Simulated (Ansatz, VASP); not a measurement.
## ZnS (ZnS (F-43m)): VASP beside Ansatz

Aim: how closely do two programs agree when they are given the same cell, functional and k mesh? The cell is taken from a series of runs on this material, whose earlier steps may have relaxed, scaled, displaced or heated it; both programs get it as it stands.

Calculated with Ansatz 0.2.0; plane waves, with VASP 6.6.1 beside it; single point at HSE06.

## 1. The structure

Symmetry: F-43m, No. 216, cubic system. Conventional cell: a = 5.390 Å, b = 5.390 Å, c = 5.390 Å, α = 90.00°, β = 90.00°, γ = 90.00°. Nearest to Zn lie 4 S at 2.33 Å. Nearest to S lie 4 Zn at 2.33 Å. Farther neighbours and most contacts between anions are not listed.

## 2. VASP: single point, HSE06

With cell and atoms fixed, the geometry can't cause a difference; cores, projectors, grids and the points listed under the comparison can.

Lines of VASP's logs that name or quote its potential files are left out, and so is its time.

The run reads the wave functions of an earlier VASP run, which isn't shown here.

Contents of INCAR:

```
SYSTEM = ZnS
PREC = Accurate
ENCUT = 400
EDIFF = 1E-06
NELM = 100
ISMEAR = 0
SIGMA = 0.01
LREAL = .FALSE.
ALGO = Normal
LHFCALC = .TRUE.
AEXX = 0.25
GGA = PE
HFSCREEN = 0.208
LASPH = .TRUE.
NBANDS = 15
PRECFOCK = Fast
LORBIT = 11
LWAVE = .FALSE.
LCHARG = .FALSE.
KPAR = 8
ISIF = 2
```

Contents of POSCAR:

```
ZnS
1.0
    0.0000000000      2.6951612582      2.6951612582
    2.6951612582      0.0000000000      2.6951612582
    2.6951612582      2.6951612582      0.0000000000
Zn S
1 1
Direct
    0.0000000000      0.0000000000      0.0000000000
    0.7500000000      0.7500000000      0.7500000000
```

Contents of KPOINTS:

```
Automatic mesh
0
Gamma
6 6 6
0 0 0
```

PAW data sets: Zn and S (PBE family, release 64).

Run with:

```console
$ mpirun -np 8 vasp_std
```

Numbers of over 12 decimals in the logs are rounded to 6 here.

The log of the run:

```text
[banner, memory and clock lines left out]
running    8 mpi-ranks, on    1 nodes
 distrk:  each k-point on    1 cores,    8 groups
 distr:  one band on    1 cores,    1 groups

 POSCAR found type information on POSCAR ZnS
 POSCAR found :  2 types and       2 ions
|                                                                             |
|           W    W    AA    RRRRR   N    N  II  N    N   GGGG   !!!           |
|           W    W   A  A   R    R  NN   N  II  NN   N  G    G  !!!           |
|           W    W  A    A  R    R  N N  N  II  N N  N  G       !!!           |
|           W WW W  AAAAAA  RRRRR   N  N N  II  N  N N  G  GGG   !            |
|           WW  WW  A    A  R   R   N   NN  II  N   NN  G    G                |
|           W    W  A    A  R    R  N    N  II  N    N   GGGG   !!!           |
|                                                                             |
|     For optimal performance we recommend to set                             |
|       NCORE = 2 up to number-of-cores-per-socket                            |
|     NCORE specifies how many cores store one orbital (NPAR=cpu/NCORE).      |
|     This setting can greatly improve the performance of VASP for DFT.       |
|     The default, NCORE=1 might be grossly inefficient on modern             |
|     multi-core architectures or massively parallel machines. Do your        |
|     Unfortunately you need to use the default for GW and RPA                |
|     calculations (for HF NCORE is supported but not extensively tested      |
|     yet).                                                                   |
|                                                                             |

 LDA part: xc-table for (Slater+PW92), standard interpolation
 found WAVECAR, reading the header
 POSCAR, INCAR and KPOINTS ok, starting setup
 FFT: planning ... GRIDC
 FFT: planning ... GRID_SOFT
 FFT: planning ... GRID
 reading WAVECAR
 the WAVECAR file was read successfully
 initial charge from wavefunction
 entering main loop
       N       E                     dE             d eps       ncg     rms          rms(c)
DAV:   1    -0.838884668968E+01   -0.83888E+01   -0.52685E-01   648   0.271E+01    0.176E+00
DAV:   2    -0.836521051421E+01    0.23636E-01   -0.18569E-01   572   0.930E+00    0.727E-01
DAV:   3    -0.836645215489E+01   -0.12416E-02   -0.18948E-02   620   0.232E+00    0.494E-01
DAV:   4    -0.836643804521E+01    0.14110E-04   -0.18763E-03   578   0.530E-01    0.293E-01
DAV:   5    -0.836639572708E+01    0.42318E-04   -0.14951E-04   684   0.143E-01    0.174E-01
DAV:   6    -0.836638296324E+01    0.12764E-04   -0.27439E-05   585   0.524E-02    0.990E-02
DAV:   7    -0.836637561121E+01    0.73520E-05   -0.23932E-06   557   0.174E-02    0.528E-02
DAV:   8    -0.836637261102E+01    0.30002E-05   -0.88188E-07   422   0.778E-03    0.282E-02
DAV:   9    -0.836637085955E+01    0.17515E-05   -0.44656E-07   317   0.566E-03    0.140E-02
DAV:  10    -0.836637027442E+01    0.58513E-06   -0.14046E-07   289   0.374E-03
   1 F= -.83663703E+01 E0= -.83663703E+01  d E =-.325067E-49
```

From OUTCAR (step 2):

```text
ion  position               nearest neighbor table
   1  0.000  0.000  0.000-   2 2.33   2 2.33   2 2.33   2 2.33
   2  0.750  0.750  0.750-   1 2.33   1 2.33   1 2.33   1 2.33

  LATTYP: Found a face centered cubic cell.
 ALAT       =     5.3903225164

 Subroutine GETGRP returns: Found 24 space group operations
 (whereof 24 operations were pure point group operations)

The static configuration has the point symmetry T_d .

 Found     16 irreducible k-points:

   k-points           NKPTS =     16   k-points in BZ     NKDIM =    216   number of bands    NBANDS=     15

   dimension x,y,z NGX =    28 NGY =   28 NGZ =   28
   dimension x,y,z NGXF=    56 NGYF=   56 NGZF=   56

   ENCUT  =  400.0 eV  29.40 Ry    5.42 a.u.   6.22  6.22  6.22*2*pi/ulx,y,z

   NELECT =      18.0000    total number of electrons

 k-points in reciprocal lattice and weights: Automatic mesh
   0.00000000  0.00000000  0.00000000       0.005
   0.16666667  0.00000000  0.00000000       0.037
   0.33333333  0.00000000  0.00000000       0.037
   0.50000000  0.00000000  0.00000000       0.019
   0.16666667  0.16666667  0.00000000       0.028
   0.33333333  0.16666667  0.00000000       0.111
   0.50000000  0.16666667  0.00000000       0.111
  -0.33333333  0.16666667  0.00000000       0.111
  -0.16666667  0.16666667  0.00000000       0.056
[...]
-0.33333333  0.33333333  0.16666667       0.111
  -0.33333333  0.50000000  0.16666667       0.056

  exchange ACFDT corr.  =         0.00000000  see jH, gK, PRB 81, 115126

 average (electrostatic) potential at core
       1 -28.6456       2 -84.9116

 E-fermi :   1.5564

 k-point     1 :       0.0000    0.0000    0.0000
  band No.  band energies     occupation
    ...
      5      -5.9634      2.00000
      6      -5.9634      2.00000
      7       1.4541      2.00000
      8       1.4541      2.00000
      9       1.4541      2.00000
     10       4.8142      0.00000
     11       9.1287      0.00000
     12       9.1287      0.00000
     13       9.1287      0.00000
     14      14.6577      0.00000
    ...

 k-point     2 :       0.1667    0.0000    0.0000
  band No.  band energies     occupation
    ...
      5      -5.9652      2.00000
      6      -5.9652      2.00000
      7      -0.3200      2.00000
      8       1.1920      2.00000
      9       1.1920      2.00000
     10       5.9369      0.00000
     11       9.1077      0.00000
     12       9.5627      0.00000
     13       9.5627      0.00000
     14      13.7822      0.00000
    ...

 k-point     3 :       0.3333    0.0000    0.0000
  band No.  band energies     occupation
    ...
      5      -5.9535      2.00000
      6      -5.9535      2.00000
      7      -2.8259      2.00000
      8       0.7336      2.00000
      9       0.7336      2.00000
     10       6.1570      0.00000
     11       9.7845      0.00000
     12       9.7845      0.00000
     13      10.6734      0.00000
     14      14.4779      0.00000
    ...

  Total        0.2986755      0.2986755      0.2986755     -0.0000000      0.0000000      0.0000000
  in kB       12.2215393     12.2215393     12.2215393     -0.0000000      0.0000000      0.0000000
  external PRESSURE =      12.2215393 kB  Pullay stress =       0.0000000 kB

  energy-cutoff  :      400.00
  volume of cell :       39.15
      direct lattice vectors                 reciprocal lattice vectors
     0.000000000  2.695161258  2.695161258    -0.185517656  0.185517656  0.185517656
     2.695161258  0.000000000  2.695161258     0.185517656 -0.185517656  0.185517656
     2.695161258  2.695161258  0.000000000     0.185517656  0.185517656 -0.185517656

 POSITION                                       TOTAL-FORCE (eV/Angst)
 -----------------------------------------------------------------------------------
      0.00000      0.00000      0.00000         0.000000      0.000000      0.000000
      4.04274      4.04274      4.04274        -0.000000     -0.000000     -0.000000
 -----------------------------------------------------------------------------------
    total drift:                               -0.000115     -0.000045     -0.000060

  FREE ENERGIE OF THE ION-ELECTRON SYSTEM (eV)
  ---------------------------------------------------
  free  energy   TOTEN  =        -8.3663702744 eV

  energy  without entropy=       -8.3663702744  energy(sigma->0) =       -8.36637027

 total charge
# of ion       s       p       d       tot
------------------------------------------
    1        0.489   0.477   9.837  10.804
    2        1.306   2.472   0.000   3.779
--------------------------------------------------
tot          1.795   2.950   9.837  14.583

[... 3 further parts left out ...]
```

The run ends at a pressure of 1.22 GPa.

## 3. Ansatz: single point, HSE06

Ansatz runs on its PAW soft_1 files.

The same cell, functional and mesh now go to Ansatz.

Contents of input.yaml:

```yaml
crystal:
  lattice:
    - [0.0, 2.6951612582, 2.6951612582]
    - [2.6951612582, 0.0, 2.6951612582]
    - [2.6951612582, 2.6951612582, 0.0]
  atoms:
    - { symbol: Zn, position: [0.0, 0.0, 0.0] }
    - { symbol: S, position: [0.75, 0.75, 0.75] }
basis:
  ecutwfc: 420.0
  ecutrho_ratio: 4
  xc_grid: 2
  precision: f64
hamiltonian:
  xc: hse06
  pseudopotentials:
    kind: paw
    azcp: { folder: soft_1, S: "soft_1/S.paw.azcp", Zn: "soft_1/Zn.paw.azcp" }
kpoints:
  mp_grid: { grid: [6, 6, 6] }
scf:
  occupations: { method: fixed }
output:
  eigenvalues: true
checkpoint:
  write: "../edges.hybm.run"
  compress: false
  write_wavefunctions: true
  write_every: 100000
```

Run with:

```console
$ ansatz run input.yaml --threads 32 --pin off --max-ram 84787MiB --backend cuda --events-out ev --progress --plain --runs-dir out --max-vram 78GiB
```

The log of the run:

```text
Engine: ansatz 0.2.0, aarch64-unknown-linux-gnu
Pseudopotentials: kind: paw
Pseudopotential: Zn, paw, valence charge 12, recommended cutoff 420 eV (normal), soft_1/Zn.paw.azcp
Pseudopotential: S, paw, valence charge 6, recommended cutoff 420 eV (normal), soft_1/S.paw.azcp
Functional definition: HSE06
  parameter a = 0.25
  parameter omega = 0.11/bohr
  exchange = pbe_x - a*pbe_x_sr(omega) + a*exact_x_sr(omega)
  correlation = pbe_c
davidson cushion auto → on  (no smearing: the cushion is to keep the highest requested band from converging to the state above it; pin scf.eigensolver.cushion to override)
device memory: the entry about to start is reckoned to put 0.4 GiB on a device that reports 164.1 GiB free (of which the cap on the GPU budget leaves the run 78.0 GiB)
GPU FFT provider: cuFFT
GPU libraries: cuBLAS 13.8.1, cuFFT 12.4.0, cuSOLVER 12.3.2
Crystal: 2 atoms, lattice volume = 39.155 Å³
Basis set: ecut = 420 eV, 749 PW (Γ), exchange–correlation on 54×54×54 points (8 copies of the dense FFT grid, shifted against one another)
Bands: 13, of which v1, the nominal top of the filled ones, is band 9 counted from 1 (8 counted from 0)
Symmetry: 24 space group operations
Space group: F-43m (ITA 216), of the structure as read, at distance tolerance 3.4e-5 Å
k-points: 16 of 216 (time reversal used)
Non-local potential: Zn, projectors of the file, l = 0: 2, l = 1: 2, l = 2: 3, l = 3: 1
Non-local potential: S, projectors of the file, l = 0: 2, l = 1: 2, l = 2: 1
PAW form: soft (Blöchl's): semilocal exchange-correlation on the pseudo side does not see the compensation charge
PAW frozen core: Zn, regenerated for the run's functional, and the local potential with it (the file was generated under x = pbe(κ = 0.804, μ = 0.219515), c = pbe(β = 0.066725))
PAW frozen core: S, regenerated for the run's functional, and the local potential with it (the file was generated under x = pbe(κ = 0.804, μ = 0.219515), c = pbe(β = 0.066725))
PAW one-centre angular grid: Zn, 590 points (default); XC on 64 Gauss nodes
PAW one-centre angular grid: S, 110 points (default); XC on 64 Gauss nodes
Initial density: superposition of atomic densities (chi_scale 0.1, normalization cell, long waves kept (reshape's long-wave potential 0.00 eV rms))
Initial wavefunctions: pseudopotential atomic-orbital guess
GPU buffer pool allocated for 19683 grid points (all kernels)
GPU transforms: local potential and band sums: pruned to the plane-wave sphere, on 25×25×25
Functional: x = pbe(κ = 0.804, μ = 0.219515), c = pbe(β = 0.066725), warm-up for x = pbe(κ = 0.804, μ = 0.219515) + 0.25 (exact − pbe) at short range (hse, ω = 0.207870 Å⁻¹), c = pbe(β = 0.066725); HSE06 as pw.x's `hse` composes it (authors' and Libxc's form: `xc: wpbeh`)
SCF iter   1: F=—  HF=-4222.793114 eV  |Δ(HF+E_count)|=         —  Δρ=4.40e-2  dr2=4.42e-1  Hψ=810
preconditioner: auto → none  [insulator: Δε(μ)=2.332 eV  Ē_g=12.629 eV  n_scr=14 (ndim 8)  ℏωp=25.2 eV  f_vac=0.000]
SCF iter   2: F=—  HF=-4222.742593 eV  |Δ(HF+E_count)|=   5.05e-2  Δρ=1.68e-2  dr2=6.18e-2  Hψ=660
SCF iter   3: F=—  HF=-4222.728529 eV  |Δ(HF+E_count)|=   1.41e-2  Δρ=1.12e-2  dr2=2.44e-2  Hψ=628
SCF iter   4: F=—  HF=-4222.725087 eV  |Δ(HF+E_count)|=   3.44e-3  Δρ=3.39e-3  dr2=3.17e-3  Hψ=484
iter 5 solved again at ethr=9.92e-7 eV; its pass at ethr=1.76e-5 eV (dr2=1.79e-4 eV) is discarded
SCF iter   5: F=-4222.725161 eV  HF=-4222.725181 eV  |Δ(HF+E_count)|=   9.47e-5  Δρ=6.86e-4  dr2=1.74e-4  Hψ=1160
SCF 1 stopped early in 5 iterations: F = -4222.725161 eV  dr2 = 1.74e-4
  greatest PAW one-centre occupation: 0.983 electrons in one spin orbital (limit 2), on the Zn atom at site 0 (counted from 0), in its partial waves of l = 2
device memory: the entry about to start is reckoned to put 1.1 GiB on a device that reports 164.1 GiB free (of which the cap on the GPU budget leaves the run 78.0 GiB)
GPU FFT provider: cuFFT
GPU libraries: cuBLAS 13.8.1, cuFFT 12.4.0, cuSOLVER 12.3.2
Initial density: handed on by an earlier stage of this run
Initial wavefunctions: those handed on with the density
GPU buffer pool allocated for 19683 grid points (all kernels)
GPU transforms: local potential and band sums: pruned to the plane-wave sphere, on 25×25×25
Functional: x = pbe(κ = 0.804, μ = 0.219515) + 0.25 (exact − pbe) at short range (hse, ω = 0.207870 Å⁻¹), c = pbe(β = 0.066725); HSE06 as pw.x's `hse` composes it (authors' and Libxc's form: `xc: wpbeh`)
Exchange kernel: α = 0.2500, screened, ω = 0.2079 Å⁻¹, Wigner–Seitz truncation, v(0) = 1046.3458 eV·Å³, q-mesh 6×6×6, nearest image of the exchange supercell L = 22.87 Å, pair-density grid 15×15×15, without the augmentation charges, whose exchange is taken in its separable form by FFT convolution over the k-point mesh (sized by the pseudopotential files, 24×24×24 at the most), smooth part of the exact exchange by den
Frozen-core exchange: fock
SCF iter   1: F=—  HF=-4223.428303 eV  |Δ(HF+E_count)|=         —  Δρ=2.32e-2  dr2=1.07e-1  Hψ=1192
preconditioner: auto → none  [insulator: Δε(μ)=3.349 eV  Ē_g=14.891 eV  n_scr=14 (ndim 8)  ℏωp=25.2 eV  f_vac=0.023]
SCF iter   2: F=—  HF=-4223.394509 eV  |Δ(HF+E_count)|=   3.38e-2  Δρ=4.30e-3  dr2=5.91e-3  Hψ=892
SCF iter   3: F=—  HF=-4223.402580 eV  |Δ(HF+E_count)|=   8.07e-3  Δρ=3.23e-3  dr2=2.08e-3  Hψ=767
SCF iter   4: F=—  HF=-4223.402535 eV  |Δ(HF+E_count)|=   4.55e-5  Δρ=1.34e-3  dr2=5.32e-4  Hψ=480
SCF iter   5: F=—  HF=-4223.402593 eV  |Δ(HF+E_count)|=   5.85e-5  Δρ=1.81e-4  dr2=3.34e-5  Hψ=481
SCF iter   6: F=—  HF=-4223.402950 eV  |Δ(HF+E_count)|=   3.57e-4  Δρ=5.08e-4  dr2=4.76e-5  Hψ=902
SCF iter   7: F=-4223.402928 eV  HF=-4223.402928 eV  |Δ(HF+E_count)|=   2.24e-5  Δρ=2.85e-5  dr2=4.05e-7  Hψ=768
SCF 2 stopped early in 7 iterations: F = -4223.402928 eV  dr2 = 4.05e-7
  greatest PAW one-centre occupation: 0.986 electrons in one spin orbital (limit 2), on the Zn atom at site 0 (counted from 0), in its partial waves of l = 2
hybrid outer 1: dexx = +9.904e-3 eV, tail = 4.05e-5 eV
GPU FFT provider: cuFFT
GPU libraries: cuBLAS 13.8.1, cuFFT 12.4.0, cuSOLVER 12.3.2
GPU buffer pool allocated for 19683 grid points (all kernels)
GPU transforms: local potential and band sums: pruned to the plane-wave sphere, on 25×25×25
Exchange kernel: α = 0.2500, screened, ω = 0.2079 Å⁻¹, Wigner–Seitz truncation, v(0) = 1046.3458 eV·Å³, q-mesh 6×6×6, nearest image of the exchange supercell L = 22.87 Å, pair-density grid 15×15×15, without the augmentation charges, whose exchange is taken in its separable form by FFT convolution over the k-point mesh (sized by the pseudopotential files, 24×24×24 at the most), smooth part of the exact exchange by den
Frozen-core exchange: fock
SCF iter   1: F=—  HF=-4223.402399 eV  |Δ(HF+E_count)|=         —  Δρ=7.33e-5  dr2=2.02e-6  Hψ=497
preconditioner: auto → none  [insulator: Δε(μ)=3.369 eV  Ē_g=14.607 eV  n_scr=14 (ndim 8)  ℏωp=25.2 eV  f_vac=0.027]
iter 2 solved again at ethr=2.03e-10 eV; its pass at ethr=9.79e-9 eV (dr2=3.66e-8 eV) is discarded
SCF iter   2: F=—  HF=-4223.402399 eV  |Δ(HF+E_count)|=   2.61e-7  Δρ=1.29e-5  dr2=1.55e-7  Hψ=1335
SCF iter   3: F=-4223.402400 eV  HF=-4223.402400 eV  |Δ(HF+E_count)|=   7.77e-7  Δρ=7.90e-6  dr2=3.30e-8  Hψ=823
SCF 3 converged in 3 iterations: F = -4223.402400 eV  dr2 = 3.30e-8
hybrid outer 2: dexx = +8.364e-7 eV, tail = 1.07e-7 eV, Δε = 4.55e-3 eV (about 2.98e-4 eV left of the loop's levels)
hybrid SCF converged: 2 outer / 10 inner (+5 warm-up), last move |dexx| = 8.36e-7 eV, tail = 1.07e-7 eV
Stability not checked: this state was not tested for a lower state beside it, because the functional holds exact exchange (a hybrid, or Hartree-Fock), whose exchange loop this test does not read (fock_operator; see scf.lower_state_search)
Free energy (F): -4223.402400 eV
Frozen-core exchange: fock
Harris-Foulkes:  -4223.402400 eV  (|F-HF|=2.55e-8)
Internal energy: -4223.402400 eV  (E = F + TS)
E sigma→0 (E₀):  -4223.402400 eV
Fermi energy:    5.134660 eV
--- Per-component energies (eV) ---
  E_band       = -26.119787
  E_kinetic    = 252.401507
  E_local      = -2274.122820  (includes V_loc(G=0)·N_el)
  E_nonlocal   = 861.207631
  E_hartree    = 871.316792
  E_xc         = -134.462995
  E_vxc        = -107.574476  (∫ρ·V_xc dr)
  E_exx        = -53.237779  (= α·E_x^exact, valence–valence)
  E_paw        = -2490.492181  (= ΣΔE_a)
  E_vpaw       = -394.187824  (= ΣTr[D̂ρ^β])
  E_aug_tail   = -0.000239  (compensation charges beyond the density's cutoff)
  E_ewald      = -1256.559637
  E_core_change = 0.547321  (= ΣΔE_core)
  E_smearing   = -0.000000  (= −TS)
  E_closure    = -0.000000  (closes the sum)
  Σ components = -4223.402400   (vs F -4223.402400, Δ=9.09e-13)
--- Band table (eV; the first three rows and the last of 16) ---
  k-point 0: bands = [... 5 lower, -2.3503, 5.1347, 5.1347, 5.1347, 8.5037, 12.8157, 12.8157, 12.8157]
  k-point 1: bands = [... 5 lower, -2.3523, 3.3637, 4.8734, 4.8734, 9.6262, 12.7861, 13.2465, 13.2465]
  k-point 2: bands = [... 5 lower, -2.3411, 0.8573, 4.4162, 4.4162, 9.8511, 13.4649, 13.4649, 14.3424]
  k-point 15: bands = [... 5 lower, -1.9385, 0.2248, 2.2879, 2.3645, 11.0239, 11.8418, 15.5444, 15.5710]
```

## 4. Comparison

Known differences besides the potentials themselves: exact exchange at q = 0 is treated differently, which shows on coarse meshes; VASP keeps PBE cores, Ansatz makes them for the functional; fixed occupations in Ansatz, narrow Gaussian smearing in VASP; the cutoff is 420 eV in Ansatz and 400 eV in VASP; VASP takes a coarser grid for exact exchange (PRECFOCK = Fast). Total energies have different zeros and are not compared.

Both answers:

```csv
quantity,Ansatz,VASP,difference
gap on the k mesh (eV),3.369,3.360,+0.009
```

A gap on the mesh is an upper bound, since the band edges may lie between its points.

## 5. Results

```json
{"difference in gap on the k mesh (single point, HSE06)": "0.0090 eV"}
```

**Reading.** The difference in gap on the k mesh is 0.0090 eV (single point, HSE06), within the 0.08 eV picked in this series as the mark of a large difference. Such differences can come from data sets, numerical settings and the points named under the comparisons, not from the functional's error against experiment.

[Lines on the potential files, build, host, timing and source positions are cut from VASP's logs without a mark.]

[Logs are printed without paths, hosts, clocks, repeated set-up lines and the standing remarks that a program may print on its own settings, such as how far it seeks lower states.]

[Hosts, paths, dates, database ids (printed as entryN), source tags and the programs' standing remarks are cut or masked in the printed files.]
